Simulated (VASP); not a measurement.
# MoSi (relaxed from the rock salt structure, space group Fm-3m): computed properties

Method: PBEsol GGA, VASP's PBE PAW potentials (set 64) (plane waves; VASP).

| Quantity | Value |
|---|---|
| space group | Fm-3m (225) |
| cell | a = b = c = 4.955 Å, α = β = γ = 90.00° |
| volume per atom | 15.21 Å³/atom |
| band gap (over mesh and band path) | none (metal, semimetal or under 0.01 eV) |
| density | 6.77 g/cm³ |

```
MoSi
1.0
    0.00000     2.47754     2.47754
    2.47754     0.00000     2.47754
    2.47754     2.47754     0.00000
Mo Si
1 1
Direct
  0.00000   0.00000   0.00000
  0.50000   0.50000   0.50000
```

The structure was generated: MoSi was put into the rock salt type (Fm-3m), which need not be its known phase. It was relaxed first, which changed the volume by -35 %. Symmetry was kept, so distortions that lower it aren't found.
